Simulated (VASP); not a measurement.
Here is the system:

```xyz
4
Lattice="1.9584 -3.3921 0.0000 1.9584 3.3921 0.0000 0.0000 0.0000 5.1205" Properties=species:S:1:pos:R:3 pbc="T T T"
Ni     0.0000     0.0000     2.5602
Ni     0.0000     0.0000     0.0000
Sb     1.9584     1.1307     1.2801
Sb     1.9584    -1.1307     3.8404
```

Computed with PBE GGA with D4 dispersion, VASP's PBE PAW potentials (set 64) (plane waves; VASP). Run with 520 eV cut-off, Gaussian smearing of 0.050 eV, potentials Ni Sb.

Unless said otherwise, spin-orbit coupling is left out, though it shifts the bands of the heavy elements here.

Question: Predict the band gap (along the path) with the smallest direct gap where there is one.

Answer: 
```yaml
band gap (along the path): none (metal, semimetal or under 0.01 eV)
```

Total energies compare only between runs with the same potentials, cut-off and functional.

The compound is NiSb in the NiAs type structure. It was relaxed first. The run is not spin-polarised, so no magnetic state was tried.
